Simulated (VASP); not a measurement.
Input:

```
CELL_PARAMETERS angstrom
      4.42413     0.00000     0.00000
      0.00000     4.42413     0.00000
      0.00000     0.00000     4.42413
ATOMIC_POSITIONS crystal
  K  0.50000 0.50000 0.50000
  Ca 0.00000 0.00000 0.00000
  F  0.00000 0.50000 0.00000
  F  0.50000 0.00000 0.00000
  F  0.00000 0.00000 0.50000
```

All values below come from r2SCAN meta-GGA, VASP's PBE PAW potentials (set 64) (plane waves; VASP 6.6.1). Run with 520 eV cut-off, 6×6×6 Γ-centred mesh, tetrahedra with Blöchl corrections, potentials K_sv Ca_sv F.

Problem. What does the run give for the energy per atom (σ→0), band gap (over mesh and band path) with the smallest direct gap where there is one?

Solution. 
| Property | Value |
|---|---|
| band gap (over mesh and band path) | 7.10 eV |
| smallest direct gap (over mesh and band path) | 7.24 eV |
| energy per atom (σ→0) | -8.149 eV/atom |

The absolute energy has meaning only against runs of the same code, potentials and settings.

The structure comes from a computed database's KCaF3 entry (Pm-3m); how it stands against other phases isn't given here. It was relaxed first.
